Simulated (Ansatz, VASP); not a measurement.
# Se (Selenium) in two plane-wave programs

One calculation is typed for both programs; each brings its own data sets. How far apart do they land? The cell is taken from a series of runs on this material, whose earlier steps may have relaxed, scaled, displaced or heated it; both programs get it as it stands.

Calculated with Ansatz 0.2.0; plane waves, with VASP 6.6.1 beside it; single point at HSE06.

## Step 1: Starting point

It takes space group P3_121 (No. 152, trigonal). Conventional cell: a = 4.366 Å, b = 4.366 Å, c = 4.904 Å, α = 90.00°, β = 90.00°, γ = 120.00°. Se has 2 Se at 2.40 Å nearest.

Structure file:

```cif
data_structure
_symmetry_space_group_name_H-M 'P3_121'
_symmetry_Int_Tables_number 152
_cell_length_a 4.3662
_cell_length_b 4.3662
_cell_length_c 4.9041
_cell_angle_alpha 90.000
_cell_angle_beta 90.000
_cell_angle_gamma 120.000
_cell_volume 80.96
loop_
_atom_site_label
_atom_site_type_symbol
_atom_site_symmetry_multiplicity
_atom_site_Wyckoff_symbol
_atom_site_fract_x
_atom_site_fract_y
_atom_site_fract_z
_atom_site_occupancy
Se1 Se 3 a 0.23322 0.00000 0.33333 1
```

## Step 2: VASP: single point, HSE06

With cell and atoms fixed, the geometry can't cause a difference; cores, projectors, grids and the points listed under the comparison can.

Lines of VASP's logs that name or quote its potential files are left out, and so is its time.

The run reads the wave functions of an earlier VASP run, which isn't shown here.

Input file INCAR:

```
SYSTEM = Se
PREC = Accurate
ENCUT = 400
EDIFF = 1E-06
NELM = 100
ISMEAR = 0
SIGMA = 0.01
LREAL = .FALSE.
ALGO = Normal
LHFCALC = .TRUE.
AEXX = 0.25
GGA = PE
HFSCREEN = 0.208
LASPH = .TRUE.
NBANDS = 15
PRECFOCK = Fast
LORBIT = 11
LWAVE = .FALSE.
LCHARG = .FALSE.
KPAR = 16
ISIF = 2
```

Input file POSCAR:

```
Se
1.0
    4.3662000000      0.0000000000      0.0000000000
   -2.1831000000      3.7812401180      0.0000000000
    0.0000000000      0.0000000000      4.9040640000
Se
3
Direct
    0.2332172548      0.0000000000      0.3333333333
    0.0000000000      0.2332172548      0.6666666667
    0.7667827452      0.7667827452      0.0000000000
```

Input file KPOINTS:

```
Automatic mesh
0
Gamma
6 6 4
0 0 0
```

PAW data sets: Se (PBE family, release 64).

Started as:

```console
$ mpirun -np 16 vasp_std
```

Numbers of over 12 decimals in the logs are rounded to 6 here.

What it wrote:

```text
[banner, memory and clock lines left out]
running   16 mpi-ranks, on    1 nodes
 distrk:  each k-point on    1 cores,   16 groups
 distr:  one band on    1 cores,    1 groups

 POSCAR found type information on POSCAR Se
 POSCAR found :  1 types and       3 ions
|                                                                             |
|           W    W    AA    RRRRR   N    N  II  N    N   GGGG   !!!           |
|           W    W   A  A   R    R  NN   N  II  NN   N  G    G  !!!           |
|           W    W  A    A  R    R  N N  N  II  N N  N  G       !!!           |
|           W WW W  AAAAAA  RRRRR   N  N N  II  N  N N  G  GGG   !            |
|           WW  WW  A    A  R   R   N   NN  II  N   NN  G    G                |
|           W    W  A    A  R    R  N    N  II  N    N   GGGG   !!!           |
|                                                                             |
|     For optimal performance we recommend to set                             |
|       NCORE = 2 up to number-of-cores-per-socket                            |
|     NCORE specifies how many cores store one orbital (NPAR=cpu/NCORE).      |
|     This setting can greatly improve the performance of VASP for DFT.       |
|     The default, NCORE=1 might be grossly inefficient on modern             |
|     multi-core architectures or massively parallel machines. Do your        |
|     Unfortunately you need to use the default for GW and RPA                |
|     calculations (for HF NCORE is supported but not extensively tested      |
|     yet).                                                                   |
|                                                                             |

 LDA part: xc-table for (Slater+PW92), standard interpolation
 found WAVECAR, reading the header
 POSCAR, INCAR and KPOINTS ok, starting setup
 FFT: planning ... GRIDC
 FFT: planning ... GRID_SOFT
 FFT: planning ... GRID
 reading WAVECAR
 the WAVECAR file was read successfully
 initial charge from wavefunction
 entering main loop
       N       E                     dE             d eps       ncg     rms          rms(c)
DAV:   1    -0.131893592207E+02   -0.13189E+02   -0.68205E-01   720   0.605E+00    0.199E+00
DAV:   2    -0.131992716456E+02   -0.99124E-02   -0.31607E-02   783   0.105E+00    0.128E+00
DAV:   3    -0.131968642182E+02    0.24074E-02   -0.24187E-03   944   0.292E-01    0.738E-01
DAV:   4    -0.131960384159E+02    0.82580E-03   -0.76849E-04   881   0.175E-01    0.391E-01
DAV:   5    -0.131957983499E+02    0.24007E-03   -0.18320E-04   902   0.891E-02    0.211E-01
DAV:   6    -0.131957265319E+02    0.71818E-04   -0.45808E-05   881   0.455E-02    0.115E-01
DAV:   7    -0.131957056897E+02    0.20842E-04   -0.13809E-05   923   0.252E-02    0.626E-02
DAV:   8    -0.131957003396E+02    0.53501E-05   -0.43667E-06   839   0.144E-02    0.338E-02
DAV:   9    -0.131956993187E+02    0.10210E-05   -0.13106E-06   465   0.824E-03    0.184E-02
DAV:  10    -0.131956993976E+02   -0.78933E-07   -0.53756E-07   430   0.564E-03
   1 F= -.13195699E+02 E0= -.13195699E+02  d E =-.147905E-15
```

From OUTCAR (step 2):

```text
ion  position               nearest neighbor table
   1  0.233  0.000  0.333-   3 2.40   2 2.40
   2  0.000  0.233  0.667-   3 2.40   1 2.40
   3  0.767  0.767  0.000-   2 2.40   1 2.40

  LATTYP: Found a hexagonal cell.
 ALAT       =     4.3662000000
 C/A-ratio  =     1.1231881270

 Subroutine GETGRP returns: Found  6 space group operations
 (whereof  2 operations were pure point group operations)

The static configuration has the point symmetry C_2 .
 The point group associated with its full space group is D_3 .

 Found     24 irreducible k-points:

   k-points           NKPTS =     24   k-points in BZ     NKDIM =    144   number of bands    NBANDS=     15

   dimension x,y,z NGX =    28 NGY =   28 NGZ =   32
   dimension x,y,z NGXF=    56 NGYF=   56 NGZF=   64

   ENCUT  =  400.0 eV  29.40 Ry    5.42 a.u.   7.12  7.12  8.00*2*pi/ulx,y,z

   NELECT =      18.0000    total number of electrons

 k-points in reciprocal lattice and weights: Automatic mesh
   0.00000000  0.00000000  0.00000000       0.007
   0.16666667  0.00000000  0.00000000       0.042
   0.33333333  0.00000000  0.00000000       0.042
   0.50000000 -0.00000000  0.00000000       0.021
   0.16666667  0.16666667  0.00000000       0.042
   0.33333333  0.16666667  0.00000000       0.083
   0.33333333  0.33333333  0.00000000       0.014
   0.00000000  0.00000000  0.25000000       0.014
   0.16666667  0.00000000  0.25000000       0.042
[...]
0.33333333  0.16666667  0.50000000       0.083
   0.33333333  0.33333333  0.50000000       0.014

  exchange ACFDT corr.  =         0.00000000  see jH, gK, PRB 81, 115126

 average (electrostatic) potential at core
       1 -52.5581       2 -52.5581       3 -52.5581

 E-fermi :   2.3816

 k-point     1 :       0.0000    0.0000    0.0000
  band No.  band energies     occupation
    ...
      5      -1.7126      2.00000
      6      -1.7126      2.00000
      7      -0.0666      2.00000
      8      -0.0666      2.00000
      9       1.6110      2.00000
     10       4.8900      0.00000
     11       4.8900      0.00000
     12       5.0058      0.00000
     13       9.4913      0.00000
     14       9.6561      0.00000
    ...

 k-point     2 :       0.1667    0.0000    0.0000
  band No.  band energies     occupation
    ...
      5      -2.0980      2.00000
      6      -1.6385      2.00000
      7       0.0534      2.00000
      8       0.4730      2.00000
      9       1.4498      2.00000
     10       4.7226      0.00000
     11       4.8573      0.00000
     12       5.2754      0.00000
     13       9.3282      0.00000
     14       9.3914      0.00000
    ...

 k-point     3 :       0.3333    0.0000    0.0000
  band No.  band energies     occupation
    ...
      5      -2.5535      2.00000
      6      -1.7581      2.00000
      7      -0.2089      2.00000
      8       0.4598      2.00000
      9       1.1762      2.00000
     10       4.8560      0.00000
     11       5.0362      0.00000
     12       6.2975      0.00000
     13       8.5622      0.00000
     14       9.8997      0.00000
    ...

  Total       -0.3571410     -0.3571410     -0.3385089     -0.0000000      0.0000000      0.0000000
  in kB       -7.0673456     -7.0673456     -6.6986401     -0.0000000      0.0000000      0.0000000
  external PRESSURE =      -6.9444438 kB  Pullay stress =       0.0000000 kB

  energy-cutoff  :      400.00
  volume of cell :       80.96
      direct lattice vectors                 reciprocal lattice vectors
     4.366200000  0.000000000  0.000000000     0.229032110  0.132231751  0.000000000
    -2.183100000  3.781240118  0.000000000     0.000000000  0.264463501  0.000000000
     0.000000000  0.000000000  4.904064000     0.000000000  0.000000000  0.203912510

 POSITION                                       TOTAL-FORCE (eV/Angst)
 -----------------------------------------------------------------------------------
      1.01827      0.00000      1.63469        -0.629056      0.000000      0.000000
     -0.50914      0.88185      3.26938         0.314528     -0.544778     -0.000000
      1.67396      2.89939      0.00000         0.314528      0.544778     -0.000000
 -----------------------------------------------------------------------------------
    total drift:                                0.000004      0.000003     -0.000000

  FREE ENERGIE OF THE ION-ELECTRON SYSTEM (eV)
  ---------------------------------------------------
  free  energy   TOTEN  =       -13.1956993976 eV

  energy  without entropy=      -13.1956993976  energy(sigma->0) =      -13.19569940

 total charge
# of ion       s       p       d       tot
------------------------------------------
    1        1.527   2.192   0.055   3.774
    2        1.527   2.192   0.055   3.774
    3        1.527   2.192   0.055   3.774
--------------------------------------------------
tot          4.580   6.576   0.165  11.321

[... 3 further parts left out ...]
```

The run ends at a pressure of -0.69 GPa, with forces up to 0.63 eV/Å.

(Continued in part 2 of 2.)

[Lines on the potential files, build, host, timing and source positions are cut from VASP's logs without a mark.]

[Logs are printed without paths, hosts, clocks, repeated set-up lines and the standing remarks that a program may print on its own settings, such as how far it seeks lower states.]

[Hosts, paths, dates, database ids (printed as entryN), source tags and the programs' standing remarks are cut or masked in the printed files.]
